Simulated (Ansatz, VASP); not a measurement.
## GaP (GaP (F-43m)) in two plane-wave programs

Aim: how closely do two programs agree when they are given the same cell, functional and k mesh? The cell is taken from a series of runs on this material, whose earlier steps may have relaxed, scaled, displaced or heated it; both programs get it as it stands.

Main program and level: Ansatz 0.2.0; plane waves, with VASP 6.6.1 beside it; single point at HSE06.

**1. The structure**

The structure is cubic, space group F-43m (No. 216). The conventional cell has a = 5.452 Å, b = 5.452 Å, c = 5.452 Å, α = 90.00°, β = 90.00°, γ = 90.00°. Nearest to Ga lie 4 P at 2.36 Å. P has 4 Ga at 2.36 Å nearest. Farther neighbours are not listed.

Coordinates:

```xyz
2
Lattice="0.0000 2.7258 2.7258 2.7258 0.0000 2.7258 2.7258 2.7258 0.0000" Properties=species:S:1:pos:R:3 pbc="T T T"
Ga    0.0000    0.0000    0.0000
P     4.0887    4.0887    4.0887
```

**2. VASP: single point, HSE06**

A single point gives forces, pressure and levels at one fixed geometry, so differences don't come from the geometry; what else differs is listed under the comparison.

Lines of VASP's logs that name or quote its potential files are left out, and so is its time.

The run reads the wave functions of an earlier VASP run, which isn't shown here.

File INCAR:

```
SYSTEM = GaP
PREC = Accurate
ENCUT = 400
EDIFF = 1E-06
NELM = 100
ISMEAR = 0
SIGMA = 0.01
LREAL = .FALSE.
ALGO = Normal
LHFCALC = .TRUE.
AEXX = 0.25
GGA = PE
HFSCREEN = 0.208
LASPH = .TRUE.
NBANDS = 15
PRECFOCK = Fast
LORBIT = 11
LWAVE = .FALSE.
LCHARG = .FALSE.
KPAR = 8
ISIF = 2
```

File POSCAR:

```
GaP
1.0
    0.0000000000      2.7258125000      2.7258125000
    2.7258125000      0.0000000000      2.7258125000
    2.7258125000      2.7258125000      0.0000000000
Ga P
1 1
Direct
    0.0000000000      0.0000000000      0.0000000000
    0.7500000000      0.7500000000      0.7500000000
```

File KPOINTS:

```
Automatic mesh
0
Gamma
6 6 6
0 0 0
```

PAW data sets: Ga_d and P (PBE family, release 64).

Started as:

```bash
$ mpirun -np 8 vasp_std
```

Numbers of over 12 decimals in the logs are rounded to 6 here.

The program printed:

```text
[banner, memory and clock lines left out]
running    8 mpi-ranks, on    1 nodes
 distrk:  each k-point on    1 cores,    8 groups
 distr:  one band on    1 cores,    1 groups

 POSCAR found type information on POSCAR GaP
 POSCAR found :  2 types and       2 ions
|                                                                             |
|           W    W    AA    RRRRR   N    N  II  N    N   GGGG   !!!           |
|           W    W   A  A   R    R  NN   N  II  NN   N  G    G  !!!           |
|           W    W  A    A  R    R  N N  N  II  N N  N  G       !!!           |
|           W WW W  AAAAAA  RRRRR   N  N N  II  N  N N  G  GGG   !            |
|           WW  WW  A    A  R   R   N   NN  II  N   NN  G    G                |
|           W    W  A    A  R    R  N    N  II  N    N   GGGG   !!!           |
|                                                                             |
|     For optimal performance we recommend to set                             |
|       NCORE = 2 up to number-of-cores-per-socket                            |
|     NCORE specifies how many cores store one orbital (NPAR=cpu/NCORE).      |
|     This setting can greatly improve the performance of VASP for DFT.       |
|     The default, NCORE=1 might be grossly inefficient on modern             |
|     multi-core architectures or massively parallel machines. Do your        |
|     Unfortunately you need to use the default for GW and RPA                |
|     calculations (for HF NCORE is supported but not extensively tested      |
|     yet).                                                                   |
|                                                                             |

 LDA part: xc-table for (Slater+PW92), standard interpolation
 found WAVECAR, reading the header
 POSCAR, INCAR and KPOINTS ok, starting setup
 FFT: planning ... GRIDC
 FFT: planning ... GRID_SOFT
 FFT: planning ... GRID
 reading WAVECAR
 the WAVECAR file was read successfully
 initial charge from wavefunction
 entering main loop
       N       E                     dE             d eps       ncg     rms          rms(c)
DAV:   1    -0.107839690300E+02   -0.10784E+02   -0.52001E-01   655   0.166E+01    0.124E+00
DAV:   2    -0.107787703882E+02    0.51986E-02   -0.54899E-02   726   0.382E+00    0.106E+00
DAV:   3    -0.107772542187E+02    0.15162E-02   -0.57699E-03   641   0.139E+00    0.620E-01
DAV:   4    -0.107769858315E+02    0.26839E-03   -0.94134E-04   646   0.331E-01    0.332E-01
DAV:   5    -0.107769041356E+02    0.81696E-04   -0.10572E-04   613   0.832E-02    0.189E-01
DAV:   6    -0.107768810112E+02    0.23124E-04   -0.20173E-05   592   0.382E-02    0.106E-01
DAV:   7    -0.107768722639E+02    0.87473E-05   -0.31604E-06   585   0.166E-02    0.593E-02
DAV:   8    -0.107768686853E+02    0.35786E-05   -0.96172E-07   387   0.831E-03    0.327E-02
DAV:   9    -0.107768670691E+02    0.16162E-05   -0.52107E-07   282   0.566E-03    0.167E-02
DAV:  10    -0.107768664262E+02    0.64290E-06   -0.19076E-07   282   0.352E-03
   1 F= -.10776866E+02 E0= -.10776866E+02  d E =-.853595E-22
```

From OUTCAR (step 2):

```text
ion  position               nearest neighbor table
   1  0.000  0.000  0.000-   2 2.36   2 2.36   2 2.36   2 2.36
   2  0.750  0.750  0.750-   1 2.36   1 2.36   1 2.36   1 2.36

  LATTYP: Found a face centered cubic cell.
 ALAT       =     5.4516250000

 Subroutine GETGRP returns: Found 24 space group operations
 (whereof 24 operations were pure point group operations)

The static configuration has the point symmetry T_d .

 Found     16 irreducible k-points:

   k-points           NKPTS =     16   k-points in BZ     NKDIM =    216   number of bands    NBANDS=     15

   dimension x,y,z NGX =    28 NGY =   28 NGZ =   28
   dimension x,y,z NGXF=    56 NGYF=   56 NGZF=   56

   ENCUT  =  400.0 eV  29.40 Ry    5.42 a.u.   6.29  6.29  6.29*2*pi/ulx,y,z

   NELECT =      18.0000    total number of electrons

 k-points in reciprocal lattice and weights: Automatic mesh
   0.00000000  0.00000000  0.00000000       0.005
   0.16666667  0.00000000  0.00000000       0.037
   0.33333333  0.00000000  0.00000000       0.037
   0.50000000  0.00000000  0.00000000       0.019
   0.16666667  0.16666667  0.00000000       0.028
   0.33333333  0.16666667  0.00000000       0.111
   0.50000000  0.16666667  0.00000000       0.111
  -0.33333333  0.16666667  0.00000000       0.111
  -0.16666667  0.16666667  0.00000000       0.056
[...]
-0.33333333  0.33333333  0.16666667       0.111
  -0.33333333  0.50000000  0.16666667       0.056

  exchange ACFDT corr.  =         0.00000000  see jH, gK, PRB 81, 115126

 average (electrostatic) potential at core
       1 -58.3699       2 -79.8799

 E-fermi :   4.2736

 k-point     1 :       0.0000    0.0000    0.0000
  band No.  band energies     occupation
    ...
      5     -12.7415      2.00000
      6      -9.5660      2.00000
      7       4.2093      2.00000
      8       4.2093      2.00000
      9       4.2093      2.00000
     10       6.9989      0.00000
     11       8.9810      0.00000
     12       8.9810      0.00000
     13       8.9810      0.00000
     14      14.0642      0.00000
    ...

 k-point     2 :       0.1667    0.0000    0.0000
  band No.  band energies     occupation
    ...
      5     -12.7416      2.00000
      6      -9.1847      2.00000
      7       1.6988      2.00000
      8       3.8166      2.00000
      9       3.8166      2.00000
     10       7.5358      0.00000
     11       9.5687      0.00000
     12       9.5687      0.00000
     13      10.1919      0.00000
     14      14.2094      0.00000
    ...

 k-point     3 :       0.3333    0.0000    0.0000
  band No.  band energies     occupation
    ...
      5     -12.7393      2.00000
      6      -8.1625      2.00000
      7      -1.4405      2.00000
      8       3.2325      2.00000
      9       3.2325      2.00000
     10       6.9599      0.00000
     11       9.9484      0.00000
     12       9.9484      0.00000
     13      12.9093      0.00000
     14      14.9660      0.00000
    ...

  Total        0.0695664      0.0695664      0.0695664      0.0000000     -0.0000000      0.0000000
  in kB        2.7516431      2.7516431      2.7516431      0.0000000     -0.0000000      0.0000000
  external PRESSURE =       2.7516431 kB  Pullay stress =       0.0000000 kB

  energy-cutoff  :      400.00
  volume of cell :       40.51
      direct lattice vectors                 reciprocal lattice vectors
     0.000000000  2.725812500  2.725812500    -0.183431546  0.183431546  0.183431546
     2.725812500  0.000000000  2.725812500     0.183431546 -0.183431546  0.183431546
     2.725812500  2.725812500  0.000000000     0.183431546  0.183431546 -0.183431546

 POSITION                                       TOTAL-FORCE (eV/Angst)
 -----------------------------------------------------------------------------------
      0.00000      0.00000      0.00000         0.000000      0.000000      0.000000
      4.08872      4.08872      4.08872        -0.000000     -0.000000     -0.000000
 -----------------------------------------------------------------------------------
    total drift:                                0.000020      0.000019      0.000012

  FREE ENERGIE OF THE ION-ELECTRON SYSTEM (eV)
  ---------------------------------------------------
  free  energy   TOTEN  =       -10.7768664262 eV

  energy  without entropy=      -10.7768664262  energy(sigma->0) =      -10.77686643

 total charge
# of ion       s       p       d       tot
------------------------------------------
    1        0.825   0.850  10.029  11.704
    2        1.013   1.549   0.000   2.561
--------------------------------------------------
tot          1.837   2.399  10.029  14.265

[... 3 further parts left out ...]
```

The run ends at a pressure of 0.28 GPa.

**3. Ansatz: single point, HSE06**

Ansatz runs on its PAW soft_1 files.

The same cell, functional and mesh now go to Ansatz.

File input.yaml:

```yaml
crystal:
  lattice:
    - [0.0, 2.7258125, 2.7258125]
    - [2.7258125, 0.0, 2.7258125]
    - [2.7258125, 2.7258125, 0.0]
  atoms:
    - { symbol: Ga, position: [0.0, 0.0, 0.0] }
    - { symbol: P, position: [0.75, 0.75, 0.75] }
basis:
  ecutwfc: 420.0
  ecutrho_ratio: 4
  xc_grid: 2
  precision: f64
hamiltonian:
  xc: hse06
  pseudopotentials:
    kind: paw
    azcp: { folder: soft_1, P: "soft_1/P.paw.azcp", Ga: "soft_1/Ga.paw.azcp" }
kpoints:
  mp_grid: { grid: [6, 6, 6] }
scf:
  occupations: { method: fixed }
output:
  eigenvalues: true
checkpoint:
  write: "../edges.hybm.run"
  compress: false
  write_wavefunctions: true
  write_every: 100000
```

Started as:

```bash
$ ansatz run input.yaml --threads 32 --pin off --max-ram 84787MiB --backend cuda --events-out ev --progress --plain --runs-dir out --max-vram 78GiB
```

The program printed:

```text
Engine: ansatz 0.2.0, aarch64-unknown-linux-gnu
Pseudopotentials: kind: paw
Pseudopotential: Ga, paw, valence charge 13, recommended cutoff 420 eV (normal), soft_1/Ga.paw.azcp
Pseudopotential: P, paw, valence charge 5, recommended cutoff 420 eV (normal), soft_1/P.paw.azcp
Functional definition: HSE06
  parameter a = 0.25
  parameter omega = 0.11/bohr
  exchange = pbe_x - a*pbe_x_sr(omega) + a*exact_x_sr(omega)
  correlation = pbe_c
davidson cushion auto → on  (no smearing: the cushion is to keep the highest requested band from converging to the state above it; pin scf.eigensolver.cushion to override)
device memory: the entry about to start is reckoned to put 0.4 GiB on a device that reports 181.7 GiB free (of which the cap on the GPU budget leaves the run 78.0 GiB)
GPU FFT provider: cuFFT
GPU libraries: cuBLAS 13.8.1, cuFFT 12.4.0, cuSOLVER 12.3.2
Crystal: 2 atoms, lattice volume = 40.506 Å³
Basis set: ecut = 420 eV, 749 PW (Γ), exchange–correlation on 54×54×54 points (8 copies of the dense FFT grid, shifted against one another)
Bands: 13, of which v1, the nominal top of the filled ones, is band 9 counted from 1 (8 counted from 0)
Symmetry: 24 space group operations
Space group: F-43m (ITA 216), of the structure as read, at distance tolerance 3.4e-5 Å
k-points: 16 of 216 (time reversal used)
Non-local potential: Ga, projectors of the file, l = 0: 2, l = 1: 2, l = 2: 3, l = 3: 1
Non-local potential: P, projectors of the file, l = 0: 2, l = 1: 2, l = 2: 1
PAW form: soft (Blöchl's): semilocal exchange-correlation on the pseudo side does not see the compensation charge
PAW frozen core: Ga, regenerated for the run's functional, and the local potential with it (the file was generated under x = pbe(κ = 0.804, μ = 0.219515), c = pbe(β = 0.066725))
PAW frozen core: P, regenerated for the run's functional, and the local potential with it (the file was generated under x = pbe(κ = 0.804, μ = 0.219515), c = pbe(β = 0.066725))
PAW one-centre angular grid: Ga, 590 points (default); XC on 64 Gauss nodes
PAW one-centre angular grid: P, 110 points (default); XC on 64 Gauss nodes
Initial density: superposition of atomic densities (chi_scale 0.1, normalization cell, long waves kept (reshape's long-wave potential 0.00 eV rms))
Initial wavefunctions: pseudopotential atomic-orbital guess
GPU buffer pool allocated for 19683 grid points (all kernels)
GPU transforms: local potential and band sums: pruned to the plane-wave sphere, on 25×25×25
Functional: x = pbe(κ = 0.804, μ = 0.219515), c = pbe(β = 0.066725), warm-up for x = pbe(κ = 0.804, μ = 0.219515) + 0.25 (exact − pbe) at short range (hse, ω = 0.207870 Å⁻¹), c = pbe(β = 0.066725); HSE06 as pw.x's `hse` composes it (authors' and Libxc's form: `xc: wpbeh`)
SCF iter   1: F=—  HF=-4539.663026 eV  |Δ(HF+E_count)|=         —  Δρ=4.55e-2  dr2=6.96e-1  Hψ=704
preconditioner: auto → none  [insulator: Δε(μ)=1.925 eV  Ē_g=15.350 eV  n_scr=14 (ndim 8)  ℏωp=24.8 eV  f_vac=0.000]
SCF iter   2: F=—  HF=-4539.545089 eV  |Δ(HF+E_count)|=   1.18e-1  Δρ=2.28e-2  dr2=1.12e-1  Hψ=570
SCF iter   3: F=—  HF=-4539.543478 eV  |Δ(HF+E_count)|=   1.61e-3  Δρ=5.97e-3  dr2=1.37e-2  Hψ=588
iter 4 solved again at ethr=4.80e-6 eV; its pass at ethr=7.63e-5 eV (dr2=8.64e-4 eV) is discarded
SCF iter   4: F=—  HF=-4539.538348 eV  |Δ(HF+E_count)|=   5.13e-3  Δρ=2.43e-3  dr2=8.48e-4  Hψ=1195
SCF iter   5: F=-4539.538156 eV  HF=-4539.538148 eV  |Δ(HF+E_count)|=   1.99e-4  Δρ=4.82e-4  dr2=4.40e-5  Hψ=562
SCF 1 stopped early in 5 iterations: F = -4539.538156 eV  dr2 = 4.40e-5
  greatest PAW one-centre occupation: 0.994 electrons in one spin orbital (limit 2), on the Ga atom at site 0 (counted from 0), in its partial waves of l = 2
device memory: the entry about to start is reckoned to put 1.2 GiB on a device that reports 181.7 GiB free (of which the cap on the GPU budget leaves the run 78.0 GiB)
GPU FFT provider: cuFFT
GPU libraries: cuBLAS 13.8.1, cuFFT 12.4.0, cuSOLVER 12.3.2
Initial density: handed on by an earlier stage of this run
Initial wavefunctions: those handed on with the density
GPU buffer pool allocated for 19683 grid points (all kernels)
GPU transforms: local potential and band sums: pruned to the plane-wave sphere, on 25×25×25
Functional: x = pbe(κ = 0.804, μ = 0.219515) + 0.25 (exact − pbe) at short range (hse, ω = 0.207870 Å⁻¹), c = pbe(β = 0.066725); HSE06 as pw.x's `hse` composes it (authors' and Libxc's form: `xc: wpbeh`)
Exchange kernel: α = 0.2500, screened, ω = 0.2079 Å⁻¹, Wigner–Seitz truncation, v(0) = 1046.4290 eV·Å³, q-mesh 6×6×6, nearest image of the exchange supercell L = 23.13 Å, pair-density grid 15×15×15, without the augmentation charges, whose exchange is taken in its separable form by FFT convolution over the k-point mesh (sized by the pseudopotential files, 24×24×24 at the most), smooth part of the exact exchange by den
Frozen-core exchange: fock
SCF iter   1: F=—  HF=-4540.611151 eV  |Δ(HF+E_count)|=         —  Δρ=1.46e-2  dr2=3.47e-2  Hψ=1186
preconditioner: auto → none  [insulator: Δε(μ)=2.262 eV  Ē_g=18.297 eV  n_scr=14 (ndim 8)  ℏωp=24.8 eV  f_vac=0.007]
SCF iter   2: F=—  HF=-4540.596599 eV  |Δ(HF+E_count)|=   1.46e-2  Δρ=2.26e-3  dr2=2.61e-3  Hψ=897
SCF iter   3: F=—  HF=-4540.603562 eV  |Δ(HF+E_count)|=   6.96e-3  Δρ=2.59e-3  dr2=1.16e-3  Hψ=825
SCF iter   4: F=—  HF=-4540.603368 eV  |Δ(HF+E_count)|=   1.94e-4  Δρ=7.51e-4  dr2=1.06e-4  Hψ=560
SCF iter   5: F=—  HF=-4540.603514 eV  |Δ(HF+E_count)|=   1.46e-4  Δρ=2.35e-4  dr2=1.11e-5  Hψ=582
SCF iter   6: F=-4540.603508 eV  HF=-4540.603508 eV  |Δ(HF+E_count)|=   5.79e-6  Δρ=2.11e-5  dr2=1.41e-6  Hψ=603
SCF 2 stopped early in 6 iterations: F = -4540.603508 eV  dr2 = 1.41e-6
hybrid outer 1: dexx = +7.923e-3 eV, tail = 2.79e-5 eV
GPU FFT provider: cuFFT
GPU libraries: cuBLAS 13.8.1, cuFFT 12.4.0, cuSOLVER 12.3.2
GPU buffer pool allocated for 19683 grid points (all kernels)
GPU transforms: local potential and band sums: pruned to the plane-wave sphere, on 25×25×25
Exchange kernel: α = 0.2500, screened, ω = 0.2079 Å⁻¹, Wigner–Seitz truncation, v(0) = 1046.4290 eV·Å³, q-mesh 6×6×6, nearest image of the exchange supercell L = 23.13 Å, pair-density grid 15×15×15, without the augmentation charges, whose exchange is taken in its separable form by FFT convolution over the k-point mesh (sized by the pseudopotential files, 24×24×24 at the most), smooth part of the exact exchange by den
Frozen-core exchange: fock
SCF iter   1: F=—  HF=-4540.603337 eV  |Δ(HF+E_count)|=         —  Δρ=4.94e-5  dr2=1.53e-6  Hψ=530
preconditioner: auto → none  [insulator: Δε(μ)=2.291 eV  Ē_g=18.102 eV  n_scr=14 (ndim 8)  ℏωp=24.8 eV  f_vac=0.009]
iter 2 solved again at ethr=1.69e-10 eV; its pass at ethr=7.41e-9 eV (dr2=3.04e-8 eV) is discarded
SCF iter   2: F=—  HF=-4540.603337 eV  |Δ(HF+E_count)|=   2.62e-7  Δρ=1.11e-5  dr2=1.31e-7  Hψ=1225
SCF iter   3: F=-4540.603337 eV  HF=-4540.603337 eV  |Δ(HF+E_count)|=   7.14e-7  Δρ=8.94e-6  dr2=4.55e-8  Hψ=851
SCF 3 converged in 3 iterations: F = -4540.603337 eV  dr2 = 4.55e-8
hybrid outer 2: dexx = +7.257e-7 eV, tail = 1.07e-7 eV, Δε = 2.36e-3 eV (about 1.71e-4 eV left of the loop's levels)
hybrid SCF converged: 2 outer / 9 inner (+5 warm-up), last move |dexx| = 7.26e-7 eV, tail = 1.07e-7 eV
Stability not checked: this state was not tested for a lower state beside it, because the functional holds exact exchange (a hybrid, or Hartree-Fock), whose exchange loop this test does not read (fock_operator; see scf.lower_state_search)
Free energy (F): -4540.603337 eV
Frozen-core exchange: fock
Harris-Foulkes:  -4540.603337 eV  (|F-HF|=2.78e-8)
Internal energy: -4540.603337 eV  (E = F + TS)
E sigma→0 (E₀):  -4540.603337 eV
Fermi energy:    6.628858 eV
--- Per-component energies (eV) ---
  E_band       = -95.883319
  E_kinetic    = 179.925052
  E_local      = -1679.045910  (includes V_loc(G=0)·N_el)
  E_nonlocal   = -59.838650
  E_hartree    = 1020.787101
  E_xc         = -110.007812
  E_vxc        = -94.471918  (∫ρ·V_xc dr)
  E_exx        = -56.278226  (= α·E_x^exact, valence–valence)
  E_paw        = -2523.807210  (= ΣΔE_a)
  E_vpaw       = -371.465325  (= ΣTr[D̂ρ^β])
  E_aug_tail   = -0.000216  (compensation charges beyond the density's cutoff)
  E_ewald      = -1312.374066
  E_core_change = 0.036599  (= ΣΔE_core)
  E_smearing   = -0.000000  (= −TS)
  E_closure    = 0.000000  (closes the sum)
  Σ components = -4540.603337   (vs F -4540.603337, Δ=-9.09e-13)
--- Band table (eV; the first three rows and the last of 16) ---
  k-point 0: bands = [... 5 lower, -7.1448, 6.6289, 6.6289, 6.6289, 9.4225, 11.3987, 11.3987, 11.3987]
  k-point 1: bands = [... 5 lower, -6.7635, 4.1189, 6.2359, 6.2359, 9.9579, 11.9854, 11.9854, 12.6086]
  k-point 2: bands = [... 5 lower, -5.7412, 0.9787, 5.6513, 5.6513, 9.3824, 12.3633, 12.3633, 15.3225]
  k-point 15: bands = [... 5 lower, -3.8727, -0.5169, 2.9574, 3.1060, 10.8549, 11.1740, 15.3025, 15.3127]
```

**4. Side by side**

Known differences besides the potentials themselves: exact exchange at q = 0 is treated differently, which shows on coarse meshes; VASP keeps PBE cores, Ansatz makes them for the functional; fixed occupations in Ansatz, narrow Gaussian smearing in VASP; the cutoff is 420 eV in Ansatz and 400 eV in VASP; VASP takes a coarser grid for exact exchange (PRECFOCK = Fast). Total energies have different zeros and are not compared.

Both answers:

| quantity | Ansatz | VASP | difference |
| --- | --- | --- | --- |
| gap on the k mesh (eV) | 2.291 | 2.294 | -0.003 |

A gap on the mesh is an upper bound, since the band edges may lie between its points.

**5. What came out**

| Property | Result |
| --- | --- |
| difference in gap on the k mesh (single point, HSE06) | -0.0027 eV |

**Reading.** The difference in gap on the k mesh is -0.0027 eV (single point, HSE06), within the 0.08 eV picked in this series as the mark of a large difference. How closely two codes agree says nothing of how well the functional describes the real material.

[Lines on the potential files, build, host, timing and source positions are cut from VASP's logs without a mark.]

[Logs are printed without paths, hosts, clocks, repeated set-up lines and the standing remarks that a program may print on its own settings, such as how far it seeks lower states.]

[Hosts, paths, dates, database ids (printed as entryN), source tags and the programs' standing remarks are cut or masked in the printed files.]
